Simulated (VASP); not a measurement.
Crystal: InSb.

```xyz
2
Lattice="0.0000 3.2391 3.2391 3.2391 0.0000 3.2391 3.2391 3.2391 0.0000" Properties=species:S:1:pos:R:3 pbc="T T T"
In    0.0000    0.0000    0.0000
Sb    1.6196    1.6196    1.6196
```

- Program: VASP 6.6.1
- Task: relaxation of cell and atoms
- Functional: PBE
- Potentials or basis: VASP PAW PBE potentials, release 64 (In_d, Sb)
- Cutoff: 520 eV
- k mesh: 6 × 6 × 6
- Occupations: gaussian, width 0.02 eV
- Spin: no spin polarisation

At the start: pressure 3.2 GPa; volume 33.98 Å³/atom.

Task: How do energy, volume and symmetry change on relaxing?

Result: Over 5 steps the energy falls by 23.9 meV/atom and the volume is 36.55 Å³/atom (+7.5 %); space group F-43m (No. 216, to 0.05 Å).

The path:
```
step  energy change (eV)  largest force (eV/Å)  pressure (GPa)  volume (Å³)
   1              0.0000                0.0000            3.20        67.97
   2             -0.0430                0.0000           -0.82        74.87
   3             -0.0477                0.0000            0.01        73.08
   4             -0.0477                0.0000           -0.04        73.19
   5             -0.0477                0.0000            0.00        73.09
```

Final structure:
```cif
data_structure
_symmetry_space_group_name_H-M 'P 1'
_symmetry_Int_Tables_number 1
_cell_length_a 4.6932
_cell_length_b 4.6932
_cell_length_c 4.6932
_cell_angle_alpha 60.000
_cell_angle_beta 60.000
_cell_angle_gamma 60.000
_cell_volume 73.09
loop_
_atom_site_label
_atom_site_type_symbol
_atom_site_fract_x
_atom_site_fract_y
_atom_site_fract_z
_atom_site_occupancy
In1 In 0.00000 0.00000 0.00000 1
Sb1 Sb 0.25000 0.25000 0.25000 1
```
